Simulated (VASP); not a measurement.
Given:

```yaml
crystal:
  lattice:
    - [2.74927, 0.00000, 0.00000]
    - [-1.37463, 2.38094, 0.00000]
    - [0.00000, 0.00000, 28.30405]
  atoms:
    - { symbol: Re, position: [0.66667, 0.33333, 0.38030] }
    - { symbol: Re, position: [0.33333, 0.66667, 0.30659] }
    - { symbol: Re, position: [0.66667, 0.33333, 0.53784] }
    - { symbol: Re, position: [0.33333, 0.66667, 0.46216] }
    - { symbol: Re, position: [0.66667, 0.33333, 0.69341] }
    - { symbol: Re, position: [0.33333, 0.66667, 0.61970] }
```

These are PBEsol GGA, VASP's PBE PAW potentials (set 64) (plane waves; VASP) values and carry that method's errors. Settings: PREC = Normal, 400 eV cut-off, 11×11×1 Γ-centred mesh, first-order Methfessel-Paxton smearing of 0.10 eV, potentials Re.

Unless said otherwise, spin-orbit coupling is left out, though it shifts the bands of the heavy elements here.

**Question.** Predict the energy per atom (σ→0), band gap (on the k-mesh) with the smallest direct gap where there is one.

**Answer.** 
```yaml
band gap (on the k-mesh): none (metal, semimetal or under 0.01 eV)
energy per atom (σ→0): -12.960 eV/atom
```

The absolute energy has meaning only against runs of the same code, potentials and settings.

The cell is a thin slab with vacuum, built from Re (hcp): (001) face. VASP warned that the highest band is occupied, so more bands are needed.
